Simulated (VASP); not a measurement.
```
CELL_PARAMETERS angstrom
      0.00000     2.81123     2.81123
      2.81123     0.00000     2.81123
      2.81123     2.81123     0.00000
ATOMIC_POSITIONS crystal
  Be 0.00000 0.00000 0.00000
  Te 0.25000 0.25000 0.25000
```

These are AM05 GGA, VASP's PBE PAW potentials (set 64) (plane waves; VASP 6.6.1) values and carry that method's errors. Numerical set-up: 520 eV cut-off, 9×9×9 Γ-centred mesh, tetrahedra with Blöchl corrections, potentials Be Te.

Unless said otherwise, spin-orbit coupling is left out, though it shifts the bands of the heavy elements here.

### Question
Tabulate the total density of states (states/eV per cell) against energy (eV; zero at the valence-band maximum or, without a gap, the Fermi level).

### Answer

```
E (eV)  DOS (states/eV)
------  ---------------
-9.95              0.00
-9.59              0.00
-9.11              0.00
-8.75              0.00
-8.39              0.00
-8.03              0.00
-7.55              0.00
-7.19              0.00
-6.83              0.00
-6.35              0.00
-5.99              0.00
-5.63              0.00
-5.27              0.48
-4.79              3.38
-4.43              0.76
-4.07              0.40
-3.59              1.19
-3.23              1.03
-2.87              1.39
-2.51              1.72
-2.03              1.61
-1.67              1.60
-1.31              1.46
-0.95              0.81
-0.47              0.34
-0.11              0.04
0.25               0.00
0.73               0.00
1.09               0.00
1.45               0.00
1.81               0.00
2.29               0.20
2.65               0.44
3.01               0.76
3.49               2.34
3.85               2.03
4.21               0.78
4.57               3.18
5.05               1.74
5.41               1.25
```
Within 2 eV below the valence-band maximum the largest weight inside VASP's projection spheres is Te p, then Be p.

The compound is BeTe in the zinc blende structure. It was relaxed first.
